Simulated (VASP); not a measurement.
Data:

```
CELL_PARAMETERS angstrom
     -1.77705     1.77705     1.77705
      1.77705    -1.77705     1.77705
      1.77705     1.77705    -1.77705
ATOMIC_POSITIONS crystal
  Hf 0.00000 0.00000 0.00000
```

The numbers are results of r2SCAN meta-GGA, VASP's PBE PAW potentials (set 64) (plane waves; VASP), not measurements. Numerical set-up: 400 eV cut-off, 13×13×13 Γ-centred mesh, first-order Methfessel-Paxton smearing of 0.10 eV, potentials Hf_pv.

The ions, cell shape and volume are relaxed. Give the cell that the relaxation ends in.

```
CELL_PARAMETERS angstrom
     -1.76726     1.76726     1.76726
      1.76726    -1.76726     1.76726
      1.76726     1.76726    -1.76726
ATOMIC_POSITIONS crystal
  Hf 0.00000 0.00000 0.00000
```
Space group Im-3m (229), at a tolerance of 0.03 Å.

How do energy and volume change from the first to the last step?

The energy (σ→0) changes by -2.0 meV/atom and the volume by -1.6 %, in 3 ionic steps.

The structure was generated: Hf was put into the bcc type (Im-3m), which need not be its known phase. This run relaxes it. Symmetry was kept, so distortions that lower it aren't found.
